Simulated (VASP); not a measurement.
Given:

```yaml
crystal:
  lattice:
    - [-1.57816, 1.57816, 1.57816]
    - [1.57816, -1.57816, 1.57816]
    - [1.57816, 1.57816, -1.57816]
  atoms:
    - { symbol: Ti, position: [0.00000, 0.00000, 0.00000] }
```

Method: LDA (Ceperley-Alder, Perdew-Zunger) with spin-orbit coupling, VASP's LDA PAW potentials (set 64) (plane waves; VASP). Settings: 400 eV cut-off, 15×15×15 Γ-centred mesh, Gaussian smearing of 0.050 eV, potentials Ti_sv.

**Question.** Give the energies of bands 9 to 19 at the high-symmetry points, in eV from the Fermi level.

**Answer.** 
```tsv
band	Γ	H	N	P
9	-6.04	-2.47	-2.70	-0.66
10	-6.04	-2.47	-2.70	-0.66
11	1.02	-2.47	-0.55	-0.62
12	1.02	-2.47	-0.55	-0.62
13	1.02	4.40	1.58	-0.62
14	1.02	4.40	1.58	-0.62
15	1.05	4.40	3.04	3.51
16	1.05	4.40	3.04	3.51
17	3.03	4.44	3.44	3.51
18	3.03	4.44	3.44	3.51
19	3.03	9.13	4.83	10.07
```

It has no gap at this level: it comes out as a metal or semimetal.

The structure comes from a computed database's Ti entry (Im-3m); how it stands against other phases isn't given here. It was relaxed first, which changed the volume by -9 %.
